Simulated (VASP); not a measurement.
Given:

```
Hg3ZnTe4
1.0
    6.40024     0.00000     0.00000
    0.00000     6.40024     0.00000
    0.00000     0.00000     6.40024
Zn Te Hg
1 4 3
Cartesian
  0.00000   0.00000   0.00000
  1.52998   1.52998   1.52998
  4.87026   4.87026   1.52998
  4.87026   1.52998   4.87026
  1.52998   4.87026   4.87026
  3.20012   3.20012   0.00000
  3.20012   0.00000   3.20012
  0.00000   3.20012   3.20012
```

Level of theory: PBEsol GGA, VASP's PBE PAW potentials (set 64) (plane waves; VASP 6.6.1). Settings: 400 eV cut-off, Gaussian smearing of 0.050 eV, potentials Zn Te Hg.

Unless said otherwise, spin-orbit coupling is left out, though it shifts the bands of the heavy elements here.

Problem. What does the run give for the band gap (along the path) with the smallest direct gap where there is one?

Solution. 
```json
{
 "band gap (along the path)": "none (metal, semimetal or under 0.01 eV)"
}
```

The structure was generated: Hg3ZnTe4 was put into an ordered model structure (P-43m), which need not be its known phase. It was relaxed first.
